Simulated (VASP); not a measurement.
# Rb (Rubidium): which input changes matter

Aim: change the input of a sound run on Rb (Rubidium) piece by piece and see what each change does. All runs use PBE. The start is a cell from a database of measured crystal structures.

Calculated with VASP 6.6.1; PBE; plane waves and PAW (Rb_sv).

### Step 1. Starting point

The structure is cubic, space group Im-3m (No. 229). The conventional cell has a = 5.607 Å, b = 5.607 Å, c = 5.607 Å, α = 90.00°, β = 90.00°, γ = 90.00°. Nearest to Rb lie 8 Rb at 4.86 Å.

### Step 2. Reference run

A single point writes out density, ELF and potential. PBE, the usual starting point, adds the gradient of the density.

The input, INCAR:

```
SYSTEM = Rb
PREC = Accurate
ENCUT = 400
EDIFF = 1E-06
NELM = 100
ISMEAR = -1
SIGMA = 0.05
LREAL = .FALSE.
ALGO = Normal
GGA = PE
NBANDS = 10
LORBIT = 11
LWAVE = .FALSE.
LCHARG = .TRUE.
ISIF = 2
LELF = .TRUE.
LVHAR = .TRUE.
```

The input, POSCAR:

```
Rb
1.0
   -2.8035000000      2.8035000000      2.8035000000
    2.8035000000     -2.8035000000      2.8035000000
    2.8035000000      2.8035000000     -2.8035000000
Rb
1
Direct
    0.0000000000      0.0000000000      0.0000000000
```

The input, KPOINTS:

```
Automatic mesh
0
Gamma
6 6 6
0 0 0
```

PAW data sets: Rb_sv (PBE family, release 64).

Launch:

```sh
mpirun -np 2 vasp_std
```

Log:

```text
[banner, memory and clock lines left out]
running    2 mpi-ranks, on    1 nodes
 distrk:  each k-point on    2 cores,    1 groups
 distr:  one band on    1 cores,    2 groups

 POSCAR found type information on POSCAR Rb
 POSCAR found :  1 types and       1 ions
 LDA part: xc-table for (Slater+PW92), standard interpolation
 POSCAR, INCAR and KPOINTS ok, starting setup
 FFT: planning ... GRIDC
 FFT: planning ... GRID_SOFT
 FFT: planning ... GRID
 WAVECAR not read
 entering main loop
       N       E                     dE             d eps       ncg     rms          rms(c)
DAV:   1     0.411598663305E+02    0.41160E+02   -0.28984E+03   320   0.543E+02
DAV:   2     0.189327727197E+01   -0.39267E+02   -0.38627E+02   354   0.119E+02
DAV:   3    -0.783379407526E+00   -0.26767E+01   -0.26731E+01   458   0.303E+01
DAV:   4    -0.924043937410E+00   -0.14066E+00   -0.14061E+00   430   0.574E+00
DAV:   5    -0.924998138237E+00   -0.95420E-03   -0.95419E-03   450   0.560E-01    0.123E+00
DAV:   6    -0.925464140718E+00   -0.46600E-03   -0.18706E-03   414   0.245E-01    0.742E-01
DAV:   7    -0.926277238670E+00   -0.81310E-03   -0.32010E-03   380   0.315E-01    0.466E-02
DAV:   8    -0.926386559075E+00   -0.10932E-03   -0.13552E-04   354   0.902E-02    0.161E-02
DAV:   9    -0.926395279588E+00   -0.87205E-05   -0.81104E-06   434   0.212E-02    0.491E-03
DAV:  10    -0.926394933883E+00    0.34571E-06   -0.30147E-06   360   0.946E-03
   1 F= -.92639493E+00 E0= -.91850232E+00  d E =-.157852E-01
```

It took 2.8 s on 2 MPI ranks of AMD EPYC 9R45, shared host; peak memory 0.23 GiB.

The logs omit lines about the potential files and the build; timing stands in the text.

OUTCAR, selected parts (step 2):

```text
ion  position               nearest neighbor table
   1  0.000  0.000  0.000-

  LATTYP: Found a body centered cubic cell.
 ALAT       =     5.6070000000

 Subroutine GETGRP returns: Found 48 space group operations
 (whereof 48 operations were pure point group operations)

The static configuration has the point symmetry O_h .

 Found     16 irreducible k-points:

   k-points           NKPTS =     16   k-points in BZ     NKDIM =     16   number of bands    NBANDS=     10

   dimension x,y,z NGX =    32 NGY =   32 NGZ =   32
   dimension x,y,z NGXF=    64 NGYF=   64 NGZF=   64

   ENCUT  =  400.0 eV  29.40 Ry    5.42 a.u.   7.92  7.92  7.92*2*pi/ulx,y,z

   NELECT =       9.0000    total number of electrons

 k-points in reciprocal lattice and weights: Automatic mesh
   0.00000000  0.00000000  0.00000000       0.005
   0.16666667  0.00000000  0.00000000       0.056
   0.33333333  0.00000000  0.00000000       0.056
   0.50000000  0.00000000  0.00000000       0.028
   0.16666667  0.16666667  0.00000000       0.111
   0.33333333  0.16666667  0.00000000       0.222
   0.33333333  0.33333333  0.00000000       0.037
   0.16666667  0.16666667  0.16666667       0.037
   0.33333333  0.16666667  0.16666667       0.056
[...]
0.50000000  0.50000000  0.33333333       0.056
   0.50000000  0.50000000  0.50000000       0.005

 average (electrostatic) potential at core
       1 -41.1338

 E-fermi :   0.0998

 k-point     1 :       0.0000    0.0000    0.0000
  band No.  band energies     occupation
      1     -28.8008      2.00000
      2     -12.8399      2.00000
      3     -12.8399      2.00000
      4     -12.8399      2.00000
      5      -1.9290      2.00000
      6       3.7936      0.00000
      7       3.7936      0.00000
      8       3.7936      0.00000
      9       4.7498      0.00000
     10       4.7498      0.00000

 k-point     2 :       0.1667    0.0000    0.0000
  band No.  band energies     occupation
      1     -28.7996      2.00000
      2     -12.8672      2.00000
      3     -12.8489      2.00000
      4     -12.8399      2.00000
      5      -1.5963      2.00000
      6       3.1973      0.00000
      7       3.4047      0.00000
      8       4.1055      0.00000
      9       4.4829      0.00000
     10       4.6649      0.00000

 k-point     3 :       0.3333    0.0000    0.0000
  band No.  band energies     occupation
      1     -28.7971      2.00000
      2     -12.9206      2.00000
      3     -12.8666      2.00000
      4     -12.8400      2.00000
      5      -0.6887      2.00000
      6       1.9316      0.00000
      7       2.8783      0.00000
      8       4.6095      0.00000
      9       4.7752      0.00000
     10       4.9998      0.00000

  Total        0.0637280      0.0637280      0.0637280      0.0000000     -0.0000000      0.0000000
  in kB        1.1584553      1.1584553      1.1584553      0.0000000     -0.0000000      0.0000000
  external PRESSURE =       1.1584553 kB  Pullay stress =       0.0000000 kB

  energy-cutoff  :      400.00
  volume of cell :       88.14
      direct lattice vectors                 reciprocal lattice vectors
    -2.803500000  2.803500000  2.803500000     0.000000000  0.178348493  0.178348493
     2.803500000 -2.803500000  2.803500000     0.178348493  0.000000000  0.178348493
     2.803500000  2.803500000 -2.803500000     0.178348493  0.178348493  0.000000000

 POSITION                                       TOTAL-FORCE (eV/Angst)
 -----------------------------------------------------------------------------------
      0.00000      0.00000      0.00000         0.000000      0.000000      0.000000
 -----------------------------------------------------------------------------------
    total drift:                                0.000000      0.000000     -0.000000

  FREE ENERGIE OF THE ION-ELECTRON SYSTEM (eV)
  ---------------------------------------------------
  free  energy   TOTEN  =        -0.9263949339 eV

  energy  without entropy=       -0.9106096993  energy(sigma->0) =       -0.91850232

 total charge
# of ion       s       p       d       tot
------------------------------------------
    1        1.965   5.324   0.006   7.295

[... 3 further parts left out ...]
```

This run has no spin polarisation. Its electron count is odd, so without a moment it is a metal by construction. The k-mesh is coarse for a metal.

This step gave:

* SCF cycles: 10
* electrons: 9
* bands: 10
* irreducible k-points: 16
* symmetry operations: 48
* free energy (TOTEN): -0.9264 eV
* energy at zero smearing: -0.9185 eV
* Fermi energy: 0.0998 eV
* pressure: 0.1158 GPa
* metallic: yes

Electrostatic potential energy in the ac plane of the conventional cell at fractional y = 0.000, with atoms of Rb within 0.2 Å of it. With pseudopotentials it is smooth inside the atoms' cores, unlike the true potential.

Ten even steps from '0' (-21 eV) to '9' (2 eV), each cell a mean:
```
0036899999987410
1247899999998631
4568999999998764
7789999999999887
8999999999999998
9999999999999999
9999999999999999
9999999999999999
9999999999999999
9999999999999999
9999999999999999
8889999999999988
6678999999999876
2457899999998643
0146899999997520
0026899999987410
```
Columns run along a (5.6 Å; values clipped at the 3rd and 97th percentile), rows up along c (5.6 Å), edges of the conventional cell, whose origin can differ from the input's. Atoms in or near the plane, at fractional coordinates: Rb at (0.00, 0.00).

Valence density in the ac plane of the conventional cell at fractional y = 0.000, with atoms of Rb within 0.2 Å of it. It is the smooth field of the valence electrons, not physical close to the nuclei.

Ten even steps from '0' (0.0 e/Å³) to '9' (2.2 e/Å³), each cell a mean:
```
9941000000000279
8620000000000147
3200000000000012
0000000000000000
0000000000000000
0000000000000000
0000000000000000
0000000000000000
0000000000000000
0000000000000000
0000000000000000
0000000000000000
1100000000000001
5310000000000024
9731000000000269
9951000000000389
```
Columns run along a (5.6 Å), rows up along c (5.6 Å), edges of the conventional cell, whose origin can differ from the input's. Atoms in or near the plane, at fractional coordinates: Rb at (0.00, 0.00).

ELF in the ac plane of the conventional cell at fractional y = 0.000, with atoms of Rb within 0.2 Å of it. It is the smooth field of the valence electrons, not physical close to the nuclei.

Values, 16 rows by 16 columns, each cell a mean:
```
0.63 0.79 0.84 0.63 0.21 0.05 0.12 0.31 0.37 0.20 0.07 0.09 0.42 0.79 0.84 0.71
0.83 0.85 0.78 0.47 0.13 0.05 0.16 0.34 0.40 0.25 0.08 0.06 0.28 0.67 0.84 0.84
0.80 0.74 0.54 0.23 0.07 0.08 0.22 0.40 0.43 0.32 0.13 0.05 0.12 0.39 0.67 0.79
0.46 0.36 0.19 0.07 0.06 0.15 0.32 0.44 0.46 0.39 0.23 0.09 0.05 0.12 0.28 0.42
0.10 0.08 0.06 0.07 0.14 0.27 0.39 0.44 0.45 0.43 0.34 0.20 0.09 0.05 0.06 0.09
0.06 0.07 0.11 0.18 0.29 0.38 0.42 0.43 0.43 0.43 0.41 0.34 0.23 0.13 0.08 0.07
0.20 0.22 0.28 0.36 0.41 0.43 0.42 0.41 0.40 0.42 0.43 0.43 0.39 0.32 0.25 0.20
0.36 0.38 0.42 0.45 0.46 0.44 0.41 0.39 0.39 0.40 0.43 0.45 0.46 0.43 0.40 0.37
0.30 0.32 0.37 0.42 0.45 0.44 0.42 0.40 0.39 0.41 0.43 0.44 0.44 0.40 0.34 0.31
0.11 0.13 0.19 0.27 0.37 0.42 0.43 0.42 0.41 0.42 0.42 0.39 0.32 0.22 0.16 0.12
0.05 0.05 0.06 0.11 0.21 0.34 0.42 0.44 0.44 0.43 0.38 0.27 0.15 0.08 0.05 0.05
0.22 0.16 0.08 0.05 0.09 0.21 0.37 0.45 0.46 0.41 0.29 0.14 0.06 0.07 0.13 0.21
0.66 0.56 0.34 0.12 0.05 0.11 0.27 0.42 0.45 0.36 0.18 0.07 0.07 0.23 0.47 0.63
0.85 0.83 0.69 0.34 0.08 0.06 0.19 0.37 0.42 0.28 0.11 0.06 0.19 0.54 0.78 0.84
0.76 0.83 0.83 0.56 0.16 0.05 0.13 0.32 0.38 0.22 0.07 0.08 0.36 0.74 0.85 0.79
0.54 0.76 0.85 0.66 0.22 0.05 0.11 0.30 0.36 0.20 0.06 0.10 0.46 0.80 0.83 0.63
```
Columns run along a (5.6 Å), rows up along c (5.6 Å), edges of the conventional cell, whose origin can differ from the input's. Atoms in or near the plane, at fractional coordinates: Rb at (0.00, 0.00).

The pressure is 0.12 GPa and the largest force 0.000 eV/Å.

### Step 3. Total energy, forces and stress (PBE), changed input

A single point gives energy, forces and stress at these settings. Some settings are moved from the usual, to see what they do.

The input, INCAR:

```
SYSTEM = Rb
PREC = Normal
ENCUT = 400
EDIFF = 1E-06
NELM = 100
ISMEAR = -1
SIGMA = 0.05
LREAL = .FALSE.
ALGO = Normal
GGA = PE
NBANDS = 10
LORBIT = 11
LWAVE = .FALSE.
LCHARG = .FALSE.
KPAR = 2
ISIF = 2
NELECT = 8.98
```

POSCAR is that of step 2.

KPOINTS is that of step 2.

Launch:

```sh
mpirun -np 2 vasp_std
```

Log:

```text
[banner, memory and clock lines left out]
running    2 mpi-ranks, on    1 nodes
 distrk:  each k-point on    1 cores,    2 groups
 distr:  one band on    1 cores,    1 groups

 POSCAR found type information on POSCAR Rb
 POSCAR found :  1 types and       1 ions
 LDA part: xc-table for (Slater+PW92), standard interpolation
 POSCAR, INCAR and KPOINTS ok, starting setup
 FFT: planning ... GRIDC
 FFT: planning ... GRID_SOFT
 FFT: planning ... GRID
 WAVECAR not read
 entering main loop
       N       E                     dE             d eps       ncg     rms          rms(c)
DAV:   1     0.411141219873E+02    0.41114E+02   -0.28942E+03   320   0.542E+02
DAV:   2     0.188607391462E+01   -0.39228E+02   -0.38592E+02   354   0.119E+02
DAV:   3    -0.787019185191E+00   -0.26731E+01   -0.26696E+01   458   0.303E+01
DAV:   4    -0.926979760667E+00   -0.13996E+00   -0.13991E+00   430   0.572E+00
DAV:   5    -0.927928336272E+00   -0.94858E-03   -0.94856E-03   450   0.557E-01BRMIX: very serious problems
 the old and the new charge density differ
 old charge density:     9.00000 new    8.98000
BRMIX: very serious problems
 the old and the new charge density differ
 old charge density:     9.00000 new    8.98000
    0.119E+00
DAV:   6    -0.927496396578E+00    0.43194E-03   -0.22150E-03   456   0.258E-01    0.721E-01
DAV:   7    -0.928380316922E+00   -0.88392E-03   -0.28077E-03   358   0.299E-01    0.450E-02
DAV:   8    -0.928486360197E+00   -0.10604E-03   -0.95120E-05   362   0.672E-02    0.210E-02
DAV:   9    -0.928506462044E+00   -0.20102E-04   -0.23505E-05   400   0.370E-02    0.544E-03
DAV:  10    -0.928505827947E+00    0.63410E-06   -0.24700E-06   380   0.939E-03
   1 F= -.92850583E+00 E0= -.92078011E+00  d E =-.154514E-01
```

Run time: 1.6 s. Hardware: 2 MPI ranks; peak memory 0.21 GiB.

From OUTCAR (step 3):

```text
NELECT = 8.98

 ion  position               nearest neighbor table
   1  0.000  0.000  0.000-

The static configuration has the point symmetry O_h .

 Found     16 irreducible k-points:

   dimension x,y,z NGX =    24 NGY =   24 NGZ =   24
   dimension x,y,z NGXF=    48 NGYF=   48 NGZF=   48

 E-fermi :   0.1117

 k-point     1 :       0.0000    0.0000    0.0000
  band No.  band energies     occupation
      1     -28.7923      2.00000
      2     -12.8316      2.00000
      3     -12.8316      2.00000
      4     -12.8316      2.00000
      5      -1.9078      2.00000
      6       3.8091      0.00000
      7       3.8091      0.00000
      8       3.8091      0.00000
      9       4.7648      0.00000
     10       4.7648      0.00000

 k-point     2 :       0.1667    0.0000    0.0000
  band No.  band energies     occupation
      1     -28.7911      2.00000
      2     -12.8589      2.00000
      3     -12.8406      2.00000
      4     -12.8317      2.00000
      5      -1.5751      2.00000
      6       3.2152      0.00000
      7       3.4213      0.00000
      8       4.1211      0.00000
      9       4.4984      0.00000
     10       4.6810      0.00000

  Total        0.0142451      0.0142451      0.0142451     -0.0000000     -0.0000000      0.0000000
  in kB        0.2589483      0.2589483      0.2589483     -0.0000000     -0.0000000      0.0000000
  external PRESSURE =       0.2589483 kB  Pullay stress =       0.0000000 kB

 POSITION                                       TOTAL-FORCE (eV/Angst)
 -----------------------------------------------------------------------------------
      0.00000      0.00000      0.00000        -0.000000      0.000000      0.000000
 -----------------------------------------------------------------------------------
    total drift:                               -0.000000      0.000000      0.000000

  FREE ENERGIE OF THE ION-ELECTRON SYSTEM (eV)
  ---------------------------------------------------
  free  energy   TOTEN  =        -0.9285058279 eV

  energy  without entropy=       -0.9130543979  energy(sigma->0) =       -0.92078011

 total charge
# of ion       s       p       d       tot
------------------------------------------
    1        1.964   5.324   0.005   7.294

[... 6 parts as in an earlier step ...]

[... 5 further parts left out ...]
```

The run converged; its settings lie outside those of the reference runs, so its numbers are set aside.

Settings moved from the usual: PREC = Normal and NELECT = 8.98.

NELECT differs from the neutral count, so the cell is charged against a uniform background: another system, not a numerical setting. PREC = Normal changes the FFT grids.

### Step 4. A single point (PBE), changed input

This run is made with a changed input; what comes of it follows.

INCAR, as its differences from that of step 3:

```diff
@@ -1,3 +1,3 @@
 SYSTEM = Rb
-PREC = Normal
+PREC = Accurate
 ENCUT = 400
@@ -16,2 +16,2 @@
 ISIF = 2
-NELECT = 8.98
+ICHARG = 11
```

POSCAR is that of step 3.

KPOINTS is that of step 3.

Launch:

```sh
mpirun -np 2 vasp_std
```

Log:

```text
[banner, memory and clock lines left out]
running    2 mpi-ranks, on    1 nodes
[...]
LDA part: xc-table for (Slater+PW92), standard interpolation
 WARNING: stress and forces are not correct
 POSCAR, INCAR and KPOINTS ok, starting setup
[...]
WARNING: CHGCAR is incomplete
|                                                                             |
|     EEEEEEE  RRRRRR   RRRRRR   OOOOOOO  RRRRRR      ###     ###     ###     |
|     E        R     R  R     R  O     O  R     R     ###     ###     ###     |
|     E        R     R  R     R  O     O  R     R     ###     ###     ###     |
|     EEEEE    RRRRRR   RRRRRR   O     O  RRRRRR       #       #       #      |
|     E        R   R    R   R    O     O  R   R                               |
|     E        R    R   R    R   O     O  R    R      ###     ###     ###     |
|     EEEEEEE  R     R  R     R  OOOOOOO  R     R     ###     ###     ###     |
|                                                                             |
|     ERROR: charge density could not be read from file CHGCAR for            |
|     ICHARG>10                                                               |
|                                                                             |
|       ---->  I REFUSE TO CONTINUE WITH THIS SICK JOB ... BYE!!! <----       |
|                                                                             |

1
1
```

Run time: 2.6 s. Hardware: 2 MPI ranks.

VASP stopped before it finished a first electronic cycle.

VASP's message: “ERROR: charge density could not be read from file CHGCAR for ICHARG>10”. No number of this run is used.

The fault in the input: density file missing or never updated (ICHARG = 11). ICHARG = 11 needs the CHGCAR of a converged run, and 12 never updates the atomic density.

(Part 1 of 3 ends here.)

[Lines on the potential files, build, host, timing and source positions are cut from VASP's logs without a mark.]

[Logs are printed without paths, hosts, clocks, repeated set-up lines and the standing remarks that a program may print on its own settings, such as how far it seeks lower states.]

[Hosts, paths, dates, database ids (printed as entryN), source tags and the programs' standing remarks are cut or masked in the printed files.]

[A measured line is paired with the nearest computed mode of its activity, which favours agreement.]
